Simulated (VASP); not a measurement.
A convergence study with VASP on BP (zinc blende): one setting is varied, all else stays as given below, so the limit is that of these other settings.

```xyz
2
Lattice="0.0000 2.2700 2.2700 2.2700 0.0000 2.2700 2.2700 2.2700 0.0000" Properties=species:S:1:pos:R:3 pbc="T T T"
B      0.0000     0.0000     0.0000
P      1.1350     1.1350     1.1350
```

The numbers are results of LDA (Ceperley-Alder, Perdew-Zunger), VASP's LDA PAW potentials (set 64) (plane waves; VASP), not measurements. The tightest run used: 700 eV cut-off, 19×19×19 Γ-centred mesh, tetrahedra with Blöchl corrections, potentials B P.

Gaps are read on the run's mesh, which can miss a band edge.

Problem. The settings run are 3×3×3 mesh; 4×4×4 mesh; 5×5×5 mesh; 6×6×6 mesh; 7×7×7 mesh; 8×8×8 mesh; 9×9×9 mesh; 10×10×10 mesh; 11×11×11 mesh; 12×12×12 mesh; 13×13×13 mesh; 14×14×14 mesh; 15×15×15 mesh; 16×16×16 mesh; 17×17×17 mesh; 18×18×18 mesh; 19×19×19 mesh. From which on does the stress (every component) stay within 0.5 GPa of the tightest run?

Solution. From 5×5×5 mesh on: it is off by 0.35 there and by no more than 0.5 in any finer run, while 4×4×4 mesh is off by 1.04.
```
setting        E (eV/atom)  pressure (GPa)  gap on the mesh (eV)  irreducible k-points  difference judged (GPa)
-------------  -----------  --------------  --------------------  --------------------  -----------------------
3×3×3 mesh         -6.8800           -2.07                 1.263                     4                     3.43
4×4×4 mesh         -7.1079           -4.46                 1.274                     8                     1.04
5×5×5 mesh         -7.1677           -5.15                 1.179                    10                     0.35
6×6×6 mesh         -7.1855           -5.38                 1.299                    16                     0.13
7×7×7 mesh         -7.1913           -5.46                 1.190                    20                     0.05
8×8×8 mesh         -7.1932           -5.48                 1.219                    29                     0.02
9×9×9 mesh         -7.1939           -5.50                 1.209                    35                     0.01
10×10×10 mesh      -7.1942           -5.50                 1.189                    47                     0.00
11×11×11 mesh      -7.1943           -5.50                 1.226                    56                     0.00
12×12×12 mesh      -7.1943           -5.50                 1.186                    72                     0.00
13×13×13 mesh      -7.1943           -5.50                 1.204                    84                     0.00
14×14×14 mesh      -7.1943           -5.50                 1.192                   104                     0.00
15×15×15 mesh      -7.1943           -5.50                 1.190                   120                     0.00
16×16×16 mesh      -7.1943           -5.50                 1.200                   145                     0.00
17×17×17 mesh      -7.1943           -5.50                 1.186                   165                     0.00
18×18×18 mesh      -7.1943           -5.50                 1.199                   195                     0.00
19×19×19 mesh      -7.1943           -5.50                 1.187                   220                     0.00
```

Left out are rungs that failed or repeat a setting and relaxations that didn't move; long series are thinned to 24 rows.

The compound is BP in the zinc blende structure. The cell was not relaxed at this level.
